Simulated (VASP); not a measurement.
Energy against volume of LiF (rock salt). Computed with optB86b-vdW, VASP's PBE PAW potentials (set 64) (plane waves; VASP). Run with 520 eV cut-off, 11×11×11 Γ-centred mesh, Gaussian smearing of 0.050 eV, potentials Li_sv F.

```csv
V (Å³/atom),E (eV/atom)
7.675,-3.48305
7.920,-3.48947
8.165,-3.49193
8.409,-3.49104
```

**Question.** Fit these four points and predict the energy of the run at 8.654 Å³/atom.

**Answer.** A cubic in V^(−2/3), the third-order Birch-Murnaghan form, passes through the four points with V0 = 8.22 Å³/atom and B0 = 71 GPa, and gives -3.4873 eV/atom there. The run gave -3.4873 eV/atom, +0.0 meV/atom from the fit; all five points give B0 = 71 GPa.

The compound is LiF in the rock salt structure. It was relaxed first.
